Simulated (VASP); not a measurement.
**Quasiparticle energies of GaP in VASP**

How does the gap of GaP change from the starting functional to GW? The cell is of the zinc-blende type, one of the forms listed for this formula. The start is a cell from a database of measured crystal structures.

Program: VASP 6.6.1. Level of theory: PBE; plane waves and PAW (Ga_d_GW, P_GW), in the first sound run; inputs show where later runs differ. Results are calculated unless marked as measured.

**1. Starting point**

The structure is cubic, space group F-43m (No. 216). The conventional cell has a = 5.451 Å, b = 5.451 Å, c = 5.451 Å, α = 90.00°, β = 90.00°, γ = 90.00°. Ga has 4 P at 2.36 Å nearest. Nearest to P lie 4 Ga at 2.36 Å. Farther neighbours are not listed.

As a file:

```cif
data_structure
_symmetry_space_group_name_H-M 'P 1'
_symmetry_Int_Tables_number 1
_cell_length_a 3.8541
_cell_length_b 3.8541
_cell_length_c 3.8541
_cell_angle_alpha 60.000
_cell_angle_beta 60.000
_cell_angle_gamma 60.000
_cell_volume 40.48
loop_
_atom_site_label
_atom_site_type_symbol
_atom_site_fract_x
_atom_site_fract_y
_atom_site_fract_z
_atom_site_occupancy
Ga1 Ga 0.00000 0.00000 0.00000 1
P2 P 0.75000 0.75000 0.75000 1
```

**2. Empty bands, functional PBE**

The next step needs empty bands that the ground-state run didn't converge, so the Hamiltonian is diagonalised exactly for NBANDS bands, in a single step. LOPTICS writes the k-derivatives of the orbitals (WAVEDER), which give the long-wavelength limit of the screening.

The input, INCAR:

```
SYSTEM = GaP
PREC = Accurate
ENCUT = 430
ISMEAR = 0
SIGMA = 0.01
LREAL = .FALSE.
GGA = PE
NBANDS = 128
ALGO = Exact
NELM = 1
LWAVE = .TRUE.
LCHARG = .FALSE.
LOPTICS = .TRUE.
NEDOS = 1000
CSHIFT = 0.1
```

The input, POSCAR:

```
GaP
1.0
    0.0000000000      2.7252500000      2.7252500000
    2.7252500000      0.0000000000      2.7252500000
    2.7252500000      2.7252500000      0.0000000000
Ga P
1 1
Direct
    0.0000000000      0.0000000000      0.0000000000
    0.7500000000      0.7500000000      0.7500000000
```

The input, KPOINTS:

```
Automatic mesh
0
Gamma
6 6 6
0 0 0
```

Potentials, in the order of the species: Ga_d_GW and P_GW (PBE family, release 64).

Command:

```sh
mpirun -np 8 vasp_std
```

Log:

```text
[banner, memory and clock lines left out]
running    8 mpi-ranks, on    1 nodes
 distrk:  each k-point on    8 cores,    1 groups
 distr:  one band on    1 cores,    8 groups

 POSCAR found type information on POSCAR GaP
 POSCAR found :  2 types and       2 ions
|                                                                             |
|           W    W    AA    RRRRR   N    N  II  N    N   GGGG   !!!           |
|           W    W   A  A   R    R  NN   N  II  NN   N  G    G  !!!           |
|           W    W  A    A  R    R  N N  N  II  N N  N  G       !!!           |
|           W WW W  AAAAAA  RRRRR   N  N N  II  N  N N  G  GGG   !            |
|           WW  WW  A    A  R   R   N   NN  II  N   NN  G    G                |
|           W    W  A    A  R    R  N    N  II  N    N   GGGG   !!!           |
|                                                                             |
|     For optimal performance we recommend to set                             |
|       NCORE = 2 up to number-of-cores-per-socket                            |
|     NCORE specifies how many cores store one orbital (NPAR=cpu/NCORE).      |
|     This setting can greatly improve the performance of VASP for DFT.       |
|     The default, NCORE=1 might be grossly inefficient on modern             |
|     multi-core architectures or massively parallel machines. Do your        |
|     Unfortunately you need to use the default for GW and RPA                |
|     calculations (for HF NCORE is supported but not extensively tested      |
|     yet).                                                                   |
|                                                                             |

 LDA part: xc-table for (Slater+PW92), standard interpolation
 found WAVECAR, reading the header
  number of bands has changed, file:    15 present:   128
  trying to continue reading WAVECAR, but it might fail
 POSCAR, INCAR and KPOINTS ok, starting setup
 FFT: planning ... GRIDC
 FFT: planning ... GRID_SOFT
 FFT: planning ... GRID
 reading WAVECAR
 random initialization beyond band           15
 the WAVECAR file was read successfully
 initial charge from wavefunction
 entering main loop
       N       E                     dE             d eps       ncg     rms          rms(c)
DIA:   1    -0.908161938802E+01   -0.90816E+01    0.00000E+00     0   0.000E+00
   1 F= -.90816194E+01 E0= -.90816194E+01  d E =-.163938E-23
 writing wavefunctions
 optical routines
 imaginary and real dielectric function
 recalculating local potential from charge density
 direction            1
 direction            2
 direction            3
```

Wall time 4.8 s (8 MPI ranks of AMD EPYC 9R45, shared host); peak memory 1.1 GiB.

Lines that name or quote the potential files are left out of all logs, and their timing lines are given in words.

OUTCAR, selected parts (step 2):

```text
ion  position               nearest neighbor table
   1  0.000  0.000  0.000-   2 2.36   2 2.36   2 2.36   2 2.36
   2  0.750  0.750  0.750-   1 2.36   1 2.36   1 2.36   1 2.36

  LATTYP: Found a face centered cubic cell.
 ALAT       =     5.4505000000

 Subroutine GETGRP returns: Found 24 space group operations
 (whereof 24 operations were pure point group operations)

The static configuration has the point symmetry T_d .

 Found     16 irreducible k-points:

   k-points           NKPTS =     16   k-points in BZ     NKDIM =     16   number of bands    NBANDS=    128

   dimension x,y,z NGX =    28 NGY =   28 NGZ =   28
   dimension x,y,z NGXF=    56 NGYF=   56 NGZF=   56

   ENCUT  =  430.0 eV  31.60 Ry    5.62 a.u.   6.52  6.52  6.52*2*pi/ulx,y,z

   NELECT =      18.0000    total number of electrons

 k-points in reciprocal lattice and weights: Automatic mesh
   0.00000000  0.00000000  0.00000000       0.005
   0.16666667  0.00000000  0.00000000       0.037
   0.33333333  0.00000000  0.00000000       0.037
   0.50000000  0.00000000  0.00000000       0.019
   0.16666667  0.16666667  0.00000000       0.028
   0.33333333  0.16666667  0.00000000       0.111
   0.50000000  0.16666667  0.00000000       0.111
  -0.33333333  0.16666667  0.00000000       0.111
  -0.16666667  0.16666667  0.00000000       0.056
[...]
-0.33333333  0.33333333  0.16666667       0.111
  -0.33333333  0.50000000  0.16666667       0.056

 average (electrostatic) potential at core
       1 -65.6673       2 -74.8219

 E-fermi :   4.4324

 k-point     1 :       0.0000    0.0000    0.0000
  band No.  band energies     occupation
    ...
      5     -10.0904      2.00000
      6      -8.1293      2.00000
      7       4.3650      2.00000
      8       4.3650      2.00000
      9       4.3650      2.00000
     10       6.1861      0.00000
     11       8.2449      0.00000
     12       8.2449      0.00000
     13       8.2449      0.00000
     14      13.1806      0.00000
    ...

 k-point     2 :       0.1667    0.0000    0.0000
  band No.  band energies     occupation
    ...
      5     -10.0901      2.00000
      6      -7.7733      2.00000
      7       1.9759      2.00000
      8       3.9940      2.00000
      9       3.9940      2.00000
     10       6.7746      0.00000
     11       8.7936      0.00000
     12       8.7936      0.00000
     13       9.3895      0.00000
     14      13.2909      0.00000
    ...

 k-point     3 :       0.3333    0.0000    0.0000
  band No.  band energies     occupation
    ...
      5     -10.0867      2.00000
      6      -6.8267      2.00000
      7      -0.8448      2.00000
      8       3.4580      2.00000
      9       3.4580      2.00000
     10       6.2599      0.00000
     11       9.1700      0.00000
     12       9.1700      0.00000
     13      11.9614      0.00000
     14      13.9680      0.00000
    ...

  Total        0.6260965      0.6260965      0.6260965      0.0000000      0.0000000     -0.0000000
  in kB       24.7800883     24.7800883     24.7800883      0.0000000      0.0000000     -0.0000000
  external PRESSURE =      24.7800883 kB  Pullay stress =       0.0000000 kB

  energy-cutoff  :      430.00
  volume of cell :       40.48
      direct lattice vectors                 reciprocal lattice vectors
     0.000000000  2.725250000  2.725250000    -0.183469406  0.183469406  0.183469406
     2.725250000  0.000000000  2.725250000     0.183469406 -0.183469406  0.183469406
     2.725250000  2.725250000  0.000000000     0.183469406  0.183469406 -0.183469406

 POSITION                                       TOTAL-FORCE (eV/Angst)
 -----------------------------------------------------------------------------------
      0.00000      0.00000      0.00000         0.000000      0.000000      0.000000
      4.08788      4.08788      4.08788        -0.000000     -0.000000     -0.000000
 -----------------------------------------------------------------------------------
    total drift:                               -0.000011     -0.000011     -0.000011

  FREE ENERGIE OF THE ION-ELECTRON SYSTEM (eV)
  ---------------------------------------------------
  free  energy   TOTEN  =        -9.0816193880 eV

  energy  without entropy=       -9.0816193880  energy(sigma->0) =       -9.08161939

 plasma frequency squared (from intraband transitions) (eV^2)
  --------------------------------------------------------------------------------------
       0.000       0.000      -0.000
       0.000       0.000      -0.000
      -0.000      -0.000       0.000

[... 3 further parts left out ...]
```

The gap is read on the k-mesh alone, so it is an upper bound where the band edges lie off the mesh.

Numbers from this step:

```
gap on the k-mesh              : 1.647 eV
least direct gap on the k-mesh : 1.821 eV
```

WAVECAR now holds 128 bands for 18 electrons. Its independent-particle dielectric tensor has xx, yy, zz = 13.4, 13.4, 13.4 on this mesh, which isn't tested for convergence in mesh or bands and lacks local fields.

**3. G0W0, functional PBE, start PBE**

This step: G0W0 on PBE; plane waves and PAW (Ga_d_GW, P_GW) (VASP 6.6.1).

One pass of GW corrects the levels to first order, with G and W from the starting orbitals.

The input, INCAR:

```
SYSTEM = GaP
PREC = Accurate
ENCUT = 430
ISMEAR = 0
SIGMA = 0.01
LREAL = .FALSE.
GGA = PE
NBANDS = 128
ALGO = EVGW0
NELMGW = 1
ENCUTGW = 120
NOMEGA = 64
PRECFOCK = Fast
NBANDSGW = 24
LWAVE = .FALSE.
LCHARG = .FALSE.
```

POSCAR is that of step 2.

KPOINTS is that of step 2.

Command:

```sh
mpirun -np 8 vasp_std
```

Log:

```text
[banner, memory and clock lines left out]
running    8 mpi-ranks, on    1 nodes
 distrk:  each k-point on    8 cores,    1 groups
 distr:  one band on    1 cores,    8 groups

 POSCAR found type information on POSCAR GaP
 POSCAR found :  2 types and       2 ions
 [... a notice as in an earlier step ...]

|                                                                             |
|           W    W    AA    RRRRR   N    N  II  N    N   GGGG   !!!           |
|           W    W   A  A   R    R  NN   N  II  NN   N  G    G  !!!           |
|           W    W  A    A  R    R  N N  N  II  N N  N  G       !!!           |
|           W WW W  AAAAAA  RRRRR   N  N N  II  N  N N  G  GGG   !            |
|           WW  WW  A    A  R   R   N   NN  II  N   NN  G    G                |
|           W    W  A    A  R    R  N    N  II  N    N   GGGG   !!!           |
|                                                                             |
|     The default for ENCUTGWSOFT is different in this version of VASP.       |
|     please manually set ENCUTGWSOFT =120 in the INCAR file.                 |
|                                                                             |

 LDA part: xc-table for (Slater+PW92), standard interpolation
 found WAVECAR, reading the header
 POSCAR, INCAR and KPOINTS ok, starting setup
 FFT: planning ... GRIDC
 FFT: planning ... GRID_SOFT
 FFT: planning ... GRID
 reading WAVECAR
 the WAVECAR file was read successfully
 initial charge from wavefunction
 available memory per node:     33.42 GB, setting MAXMEM to     34221

 The Fermi energy was updated, please check that it is located mid-gap
 values below the HOMO (VB) or above the LUMO (CB) will cause erroneous energies
 E-fermi :   5.1885

 calculate exact exchange contribution
 the WAVEDER file was read successfully
energies w=
    0.000    0.000    0.428    0.000    0.856    0.000    1.281    0.000
    1.704    0.000    2.123    0.000    2.538    0.000    2.948    0.000
    3.353    0.000    3.752    0.000    4.146    0.000    4.534    0.000
    4.918    0.000    5.296    0.000    5.669    0.000    6.038    0.000
    6.403    0.000    6.764    0.000    7.123    0.000    7.480    0.000
    7.836    0.000    8.191    0.000    8.547    0.000    8.903    0.000
    9.261    0.000    9.622    0.000    9.987    0.000   10.357    0.000
   10.733    0.000   11.116    0.000   11.508    0.000   11.910    0.000
   12.323    0.000   12.750    0.000   13.192    0.000   13.652    0.000
   14.131    0.000   14.634    0.000   15.162    0.000   15.720    0.000
   16.313    0.000   16.944    0.000   17.620    0.000   18.347    0.000
   19.134    0.000   19.991    0.000   20.929    0.000   21.963    0.000
   23.110    0.000   24.394    0.000   25.842    0.000   27.490    0.000
   29.386    0.000   31.591    0.000   34.192    0.000   37.306    0.000
   41.102    0.000   45.832    0.000   51.884    0.000   59.896    0.000
   70.989    0.000   87.337    0.000  113.775    0.000  163.680    0.000
 responsefunction array rank=     136
 LDA part: xc-table for (Slater+PW92), standard interpolation

 min. memory requirement per mpi rank    218.5 MB, per node   1748.1 MB

 allocating   8 responsefunctions rank=   136
 shmem allocating  64 responsefunctions rank=   136
 response function shared by NCSHMEM nodes    1
 Doing            8  frequencies on each core in blocks of           64
NQ=   1    0.0000    0.0000    0.0000,
|.........|.........|.........|.........|.........|.........|.........|.........
 performed        560000 updates of chi_q(r,r)
 total number of BLAS operations         57.30 Gflops
NQ=   2    0.1667    0.0000    0.0000,
|.........|.........|.........|.........|.........|.........|.........|.........
 performed       1538000 updates of chi_q(r,r)
 total number of BLAS operations        173.85 Gflops
NQ=   3    0.3333    0.0000    0.0000,
|.........|.........|.........|.........|.........|.........|.........|.........
 performed       2516000 updates of chi_q(r,r)
 total number of BLAS operations        281.04 Gflops
NQ=   4    0.5000    0.0000    0.0000,
|.........|.........|.........|.........|.........|.........|.........|.........
 performed       3347000 updates of chi_q(r,r)
 total number of BLAS operations        376.80 Gflops
NQ=   5    0.1667    0.1667    0.0000,
|.........|.........|.........|.........|.........|.........|.........|.........
 performed       4325000 updates of chi_q(r,r)
 total number of BLAS operations        499.15 Gflops
NQ=   6    0.3333    0.1667    0.0000,
|.........|.........|.........|.........|.........|.........|.........|.........
 performed       5832000 updates of chi_q(r,r)
 total number of BLAS operations        690.57 Gflops
NQ=   7    0.5000    0.1667    0.0000,
|.........|.........|.........|.........|.........|.........|.........|.........
 performed       7339000 updates of chi_q(r,r)
 total number of BLAS operations        872.98 Gflops
NQ=   8   -0.3333    0.1667    0.0000,
|.........|.........|.........|.........|.........|.........|.........|.........
 performed       8846000 updates of chi_q(r,r)
 total number of BLAS operations       1049.51 Gflops
NQ=   9   -0.1667    0.1667    0.0000,
|.........|.........|.........|.........|.........|.........|.........|.........
 performed      10156000 updates of chi_q(r,r)
 total number of BLAS operations       1218.61 Gflops
NQ=  10    0.3333    0.3333    0.0000,
|.........|.........|.........|.........|.........|.........|.........|.........
 performed      11134000 updates of chi_q(r,r)
 total number of BLAS operations       1348.92 Gflops
NQ=  11    0.5000    0.3333    0.0000,
|.........|.........|.........|.........|.........|.........|.........|.........
 performed      12641000 updates of chi_q(r,r)
 total number of BLAS operations       1522.54 Gflops
NQ=  12   -0.3333    0.3333    0.0000,
|.........|.........|.........|.........|.........|.........|.........|.........
 performed      13951000 updates of chi_q(r,r)
 total number of BLAS operations       1678.59 Gflops
NQ=  13    0.5000    0.5000    0.0000,
|.........|.........|.........|.........|.........|.........|.........|.........
 performed      14696000 updates of chi_q(r,r)
 total number of BLAS operations       1758.82 Gflops
NQ=  14    0.5000    0.3333    0.1667,
|.........|.........|.........|.........|.........|.........|.........|.........
 performed      16387000 updates of chi_q(r,r)
 total number of BLAS operations       1960.23 Gflops
NQ=  15   -0.3333    0.3333    0.1667,
|.........|.........|.........|.........|.........|.........|.........|.........
 performed      17980000 updates of chi_q(r,r)
 total number of BLAS operations       2137.69 Gflops
NQ=  16   -0.3333    0.5000    0.1667,
|.........|.........|.........|.........|.........|.........|.........|.........
 performed      19296000 updates of chi_q(r,r)
 total number of BLAS operations       2269.82 Gflops
 resolving degeneracies of screened two electron integrals

 calculate QP shifts <psi_nk| G(iteration)W_0 |psi_nk>: iteration 1
 entering main loop
```

It took 1.8 min on 8 MPI ranks; peak memory 2.1 GiB.

From OUTCAR (step 3):

```text
The static configuration has the point symmetry T_d .

 Found     16 irreducible k-points:

   k-points           NKPTS =     16   k-points in BZ     NKDIM =    216   number of bands    NBANDS=    128

   NELECT =      18.0000    total number of electrons

 E-fermi :   5.1885

 QP shifts <psi_nk| G(iteration)W_0 |psi_nk>: iteration 1
 for sc-GW calculations column KS-energies equals QP-energies in previous step
 and V_xc(KS)=  KS-energies - (<T + V_ion + V_H > + <T+V_H+V_ion>^1  + <V_x>^1)
 k-point   1 :       0.0000    0.0000    0.0000
  band No.  KS-energies  QP-energies   sigma(KS)   V_xc(KS)     V^pw_x(r,r')   Z            occupation Imag(sigma)
    ...
      6      -8.1293      -8.5529     -12.0323     -11.3657     -18.6847       0.6355       2.0000       0.9638
      7       4.3650       3.8491     -13.2859     -12.6105     -14.3547       0.7639       2.0000       0.0335
      8       4.3650       3.8491     -13.2859     -12.6105     -14.3547       0.7639       2.0000       0.0335
      9       4.3650       3.8491     -13.2859     -12.6105     -14.3547       0.7639       2.0000       0.0335
     10       6.1861       6.5828     -11.1136     -11.6286      -7.1651       0.7702       0.0000      -0.0472
     11       8.2449       8.4708     -10.1948     -10.4894      -5.9230       0.7668       0.0000      -0.0618
     12       8.2449       8.4708     -10.1948     -10.4894      -5.9230       0.7668       0.0000      -0.0618
     13       8.2449       8.4708     -10.1948     -10.4894      -5.9230       0.7668       0.0000      -0.0618
    ...

 k-point   2 :       0.1667    0.0000    0.0000
  band No.  KS-energies  QP-energies   sigma(KS)   V_xc(KS)     V^pw_x(r,r')   Z            occupation Imag(sigma)
    ...
      6      -7.7733      -8.2266     -12.2599     -11.5539     -18.8044       0.6422       2.0000       0.9326
      7       1.9759       1.4480     -12.6146     -11.9046     -14.3439       0.7436       2.0000       0.0537
      8       3.9940       3.4624     -13.0691     -12.3719     -14.2198       0.7625       2.0000       0.0351
      9       3.9940       3.4624     -13.0691     -12.3719     -14.2198       0.7625       2.0000       0.0351
     10       6.7746       7.1005     -10.7112     -11.1354      -6.7128       0.7684       0.0000      -0.0513
     11       8.7936       9.0322     -10.3563     -10.6697      -5.9183       0.7614       0.0000      -0.0695
     12       8.7936       9.0322     -10.3563     -10.6697      -5.9183       0.7614       0.0000      -0.0695
     13       9.3895       9.6142     -10.7106     -11.0088      -6.1464       0.7534       0.0000      -0.0784
    ...

 k-point   3 :       0.3333    0.0000    0.0000
  band No.  KS-energies  QP-energies   sigma(KS)   V_xc(KS)     V^pw_x(r,r')   Z            occupation Imag(sigma)
    ...
      6      -6.8267      -7.3279     -12.7371     -11.9842     -18.9774       0.6656       2.0000       0.8396
      7      -0.8448      -1.4139     -12.0840     -11.2800     -15.1885       0.7077       2.0000       0.1618
      8       3.4580       2.8967     -12.8849     -12.1442     -14.2290       0.7578       2.0000       0.0386
      9       3.4580       2.8967     -12.8849     -12.1442     -14.2290       0.7578       2.0000       0.0386
     10       6.2599       6.5407     -10.4938     -10.8563      -6.6479       0.7747       0.0000      -0.0492
     11       9.1700       9.3872     -10.1491     -10.4352      -5.5964       0.7593       0.0000      -0.0765
     12       9.1700       9.3872     -10.1491     -10.4352      -5.5964       0.7593       0.0000      -0.0765
     13      11.9614      12.0960     -10.2365     -10.4200      -4.7456       0.7334       0.0000      -0.1887
    ...

[... 7 parts as in an earlier step ...]

[... 5 further parts left out ...]
```

This step gave:

```
quasiparticle gap on the mesh                 : 2.129 eV
smallest direct quasiparticle gap on the mesh : 2.734 eV
gap of the starting orbitals on the mesh      : 1.647 eV
```

GW takes the gap from 1.647 to 2.129 eV. Spin-orbit coupling is left out. The value holds for 128 bands, ENCUTGW = 120 eV and this mesh, and isn't shown to be converged in them.

[end of part 1 of 5]

[Lines on the potential files, build, host, timing and source positions are cut from VASP's logs without a mark.]

[Logs are printed without paths, hosts, clocks, repeated set-up lines and the standing remarks that a program may print on its own settings, such as how far it seeks lower states.]

[Hosts, paths, dates, database ids (printed as entryN), source tags and the programs' standing remarks are cut or masked in the printed files.]

[Pressures printed for these runs are not shown converged in the cutoff: they can be off by several GPa and have the wrong sign.]
